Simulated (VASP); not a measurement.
VASP input:

### INCAR
```
SYSTEM = AlAs
PREC = Accurate
ENCUT = 520
EDIFF = 1E-7
NELM = 100
ALGO = Normal
LREAL = .FALSE.
LASPH = .TRUE.
ISMEAR = -5
GGA = PE
IVDW = 13
LMAXMIX = 4
LWAVE = .FALSE.
LCHARG = .TRUE.
LORBIT = 11
NEDOS = 601
ISIF = 2
```

KPOINTS:
```
Automatic mesh
0
G
9 9 9
```

POSCAR:
```
AlAs
1.0
  0.0000000000   2.8342126916   2.8342126916
  2.8342126916   0.0000000000   2.8342126916
  2.8342126916   2.8342126916   0.0000000000
Al As
1 1
Cart
  0.0000000000   0.0000000000   0.0000000000
  1.4171063458   1.4171063458   1.4171063458
```

POTCAR, in this order: Al As (PBE.64 set). Program: vasp_std.

Translate this PBE-D4 calculation to Ansatz.

One equivalent input (not run):
Ansatz 0.2 input:
```yaml
crystal:
  lattice:
    - [0.0000000, 2.8342127, 2.8342127]
    - [2.8342127, 0.0000000, 2.8342127]
    - [2.8342127, 2.8342127, 0.0000000]
  atoms:
    - { symbol: Al, position: [0.0000000, 0.0000000, 0.0000000] }
    - { symbol: As, position: [0.2500000, 0.2500000, 0.2500000] }
kpoints:
  mp_grid: { grid: [9, 9, 9] }
hamiltonian:
  xc: pbe
  dispersion: d4
  pseudopotentials: { kind: paw }
scf:
  occupations: { method: tetrahedron }
  max_iter: 100
output: { forces: true, stress: true, eigenvalues: true }
```
The two are equivalent in intent, not identical: each code has its own PAW files, so the cut-off isn't converted (ENCUT is set for VASP's; basis.ecutwfc is left out, and Ansatz then takes the one that its files recommend); Ansatz stops its SCF on the density residual and VASP on the energy change (EDIFF).

The compound is AlAs in the zinc blende structure. It was relaxed first.
